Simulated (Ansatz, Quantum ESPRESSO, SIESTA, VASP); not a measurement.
# One structure in several programs: SrGe2Ru2 (P1, 5 atoms in the cell)

Self-consistent single point, at a second geometry (atoms moved at random). First geometry:

```xyz
5
Lattice="-2.1524 2.1524 5.1470 2.1524 -2.1524 5.1470 2.1524 2.1524 -5.1470" Properties=species:S:1:pos:R:3 pbc="T T T"
Sr     0.0000     0.0000     0.0000
Ge     0.0000     0.0000     6.6106
Ge     0.0000     0.0000     3.6834
Ru     0.0000     2.1524     2.5735
Ru     2.1524     0.0000     2.5735
```

Second geometry:
```
CELL_PARAMETERS angstrom
     -2.15241     2.15241     5.14697
      2.15241    -2.15241     5.14697
      2.15241     2.15241    -5.14697
ATOMIC_POSITIONS crystal
  Sr 0.99720 0.98984 0.98663
  Ge 0.65364 0.64819 0.01101
  Ge 0.35291 0.36646 0.00887
  Ru 0.74338 0.25741 0.50421
  Ru 0.25287 0.73809 0.48928
```

Shared settings, as Ansatz (an electronic-structure program) writes them: kpoints.mp_grid.grid = 6 6 6; scf.occupations.method = gaussian; scf.occupations.width = 0.0037 Ry. Potentials and cutoffs stand in the table.

```json
[
 {"code": "SIESTA", "model": "LDA PW92, numerical atomic orbitals TZP, PseudoDojo LDA standard norm-conserving potentials (rewritten from UPF to PSML)", "ΔF from the first geometry (meV/atom)": "27.1", "pressure (GPa)": "1.67", "largest force (eV/Å)": "1.756", "cutoff": "grid 350 Ry"},
 {"code": "Quantum ESPRESSO", "model": "LDA (PZ), GBRV 1.5 ultrasoft (LDA) pseudopotentials", "ΔF from the first geometry (meV/atom)": "20.0", "pressure (GPa)": "-2.55", "largest force (eV/Å)": "1.543", "cutoff": "50 Ry"},
 {"code": "Ansatz", "model": "LDA (PW92), PAW files made with PBE", "ΔF from the first geometry (meV/atom)": "19.9", "pressure (GPa)": "-2.59", "largest force (eV/Å)": "1.542", "cutoff": "default"},
 {"code": "VASP", "model": "LDA (PZ), VASP's LDA PAW potentials (set 64)", "ΔF from the first geometry (meV/atom)": "20.9", "pressure (GPa)": "-2.92", "largest force (eV/Å)": "1.577", "cutoff": "300 eV"}
]
```

Size of the force on each atom (eV/Å): Sizes of forces hide their directions.

```tsv
code	Sr1	Ge2	Ge3	Ru4	Ru5
SIESTA	0.348	0.758	1.662	0.840	1.756
Quantum ESPRESSO	0.210	0.519	1.341	0.726	1.543
Ansatz	0.210	0.515	1.335	0.727	1.542
VASP	0.213	0.551	1.382	0.739	1.577
```

On Ansatz's run: spin polarisation is off.

The spread over the programs that give each value: ΔF from the first geometry within 7.2 meV/atom; pressure within 4.59 GPa; largest force within 0.214 eV/Å.

SIESTA uses small atom-centred bases, whose incompleteness enters pressures, forces and empty levels differently from a plane-wave cutoff. Ansatz's pressure is given at a fixed set of plane waves, as the other plane-wave codes print theirs; with its correction for the finite basis it is -2.50 GPa. The same LDA comes in different parametrisations, which differ slightly. In the pressure, SIESTA (by 4.26) lies more than 1 GPa from the median of the plane-wave programs. In the force vectors, SIESTA (by 0.401) lies more than 0.08 eV/Å from the median of the plane-wave programs.

VASP's run is marked for a possible Pulay error in its stress at this cutoff; no cutoff test was made.

The starting cell comes from a database of computed structures (which also holds hypothetical and non-ambient phases and stackings), without a prior relaxation at this level. Its lattice was rescaled by a random factor within 2.5 % of one. For this run, on top of that: atoms moved at random.

Left out of this page: CP2K and FLEUR (not drawn, or without a comparable value).

Keys are those of Ansatz 0.2.
